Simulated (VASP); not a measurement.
TiC:

```
CELL_PARAMETERS angstrom
0.00000 2.15930 2.15930
2.15930 0.00000 2.15930
2.15930 2.15930 0.00000
ATOMIC_POSITIONS crystal
Ti 0.00000 0.00000 0.00000
C 0.50000 0.50000 0.50000
```

* Program: VASP 6.6.1
* Task: relaxation of cell and atoms
* Functional: AM05
* Potentials or basis: VASP PAW PBE potentials, release 64 (Ti_sv, C)
* Cutoff: 600 eV
* k mesh: 14 × 14 × 14
* Occupations: methfessel-paxton, width 0.1 eV
* Spin: no spin polarisation

At the start: pressure -5.4 GPa; volume 10.07 Å³/atom.

Q: Where does the relaxation end?

A: Over 3 steps the energy falls by 3.5 meV/atom and the volume is 9.86 Å³/atom (-2.0 %); space group Fm-3m (No. 225, to 0.05 Å).

The path:
| step | energy change (eV) | largest force (eV/Å) | pressure (GPa) | volume (Å³) |
| --- | --- | --- | --- | --- |
| 1 | 0.0000 | 0.0000 | -5.35 | 20.14 |
| 2 | 0.0062 | 0.0000 | 7.87 | 19.17 |
| 3 | -0.0071 | 0.0000 | -0.03 | 19.72 |

Final structure:
```
CELL_PARAMETERS angstrom
0.00000 2.14445 2.14445
2.14445 0.00000 2.14445
2.14445 2.14445 0.00000
ATOMIC_POSITIONS crystal
Ti 0.00000 0.00000 0.00000
C 0.50000 0.50000 0.50000
```

Caveat: the PAW data sets were made with another functional, which shifts forces and pressure a little.
